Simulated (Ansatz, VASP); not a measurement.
**BeN: VASP beside Ansatz**

```
Be N
1.0
     1.44982    0.83705    3.91169
    -1.44982    0.83705    3.91169
     0.00000   -1.67410    3.91169
Be N
2 2
Direct
  0.74086 0.74086 0.74086
  0.25914 0.25914 0.25914
  0.56899 0.56899 0.56899
  0.43101 0.43101 0.43101
```

Change from the starting cell: species swapped into the YCl type (R-3m, No. 166).

Alike in both runs: functional PBE; k mesh 15 × 15 × 15; occupations gaussian, width 0.01 eV; no spin polarisation.

Ansatz relaxed the structure, and its values are those at the end. VASP's run is a single point on that final structure, the one shown.

|  | VASP | Ansatz |
| --- | --- | --- |
| version | VASP 6.6.1 | Ansatz 0.2.0 |
| potentials or method | VASP PAW PBE potentials, release 64 (Be, N) | scalar-relativistic, plane waves, PAW |
| plane-wave cutoff (eV) | 520 | 420 |
| valence electrons in the cell | 14 | 14 |

Ansatz gave:

| Quantity | Value |
| --- | --- |
| gap on the k mesh at the Fermi level (eV) | none |
| pressure (GPa) | 0.0 |
| rms of the force components (eV/Å) | 0.001 |

**Question.** Estimate VASP's values.

**Answer.** gap on the k mesh at the Fermi level (eV): none; pressure (GPa): 0.2; rms of the force components (eV/Å): 0.005.

A gap of «none» marks a metal or a gap that the smearing closes.
